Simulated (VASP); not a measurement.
The input files of a VASP run:

File POSCAR:
```
SrO
1
    0.0000000000     2.5674530687     2.5674530687
    2.5674530687     0.0000000000     2.5674530687
    2.5674530687     2.5674530687     0.0000000000
Sr O
1 1
Direct
  0.0000000000   0.0000000000   0.0000000000
  0.5000000000   0.5000000000   0.5000000000
```

File KPOINTS:
```
Automatic mesh
0
Gamma
9 9 9
0 0 0
```

INCAR:
```
# general
SYSTEM  = SrO
PREC    = Accurate
ENCUT   = 620
LREAL   = .FALSE.
LASPH   = .TRUE.

# electronic loop
EDIFF   = 1E-6
NELM    = 100
ALGO    = Normal
LMAXMIX = 4

# smearing
ISMEAR  = 0
SIGMA   = 0.05

# functional
GGA     = PS

# ions
IBRION  = 2
NSW     = 40
ISIF    = 3
EDIFFG  = -0.02

# output
LWAVE   = .FALSE.
LCHARG  = .FALSE.
```

POTCAR, in this order: Sr_sv O (PBE.64 set). Program: vasp_std.

Translate this PBEsol calculation to Ansatz.

One equivalent input (not run):
Ansatz 0.2 input:
```yaml
crystal:
  lattice:
    - [0.0000000, 2.5674531, 2.5674531]
    - [2.5674531, 0.0000000, 2.5674531]
    - [2.5674531, 2.5674531, 0.0000000]
  atoms:
    - { symbol: Sr, position: [0.0000000, 0.0000000, 0.0000000] }
    - { symbol: O, position: [0.5000000, 0.5000000, 0.5000000] }
kpoints:
  mp_grid: { grid: [9, 9, 9] }
hamiltonian:
  xc: pbesol
  pseudopotentials: { kind: paw }
scf:
  occupations: { method: gaussian, width: 0.05 }
  max_iter: 100
relax:
  max_steps: 40
  f_tol: 0.02
  cell: {}
output: { forces: true, stress: true, eigenvalues: true }
```
What does not carry over: each code has its own PAW files, so the cut-off isn't converted (ENCUT is set for VASP's; basis.ecutwfc is left out, and Ansatz then takes the one that its files recommend); Ansatz stops its SCF on the density residual and VASP on the energy change (EDIFF).

The structure was generated: SrO was put into the rock salt type (Fm-3m), which need not be its known phase. It was relaxed first, which changed the volume by -24 %.
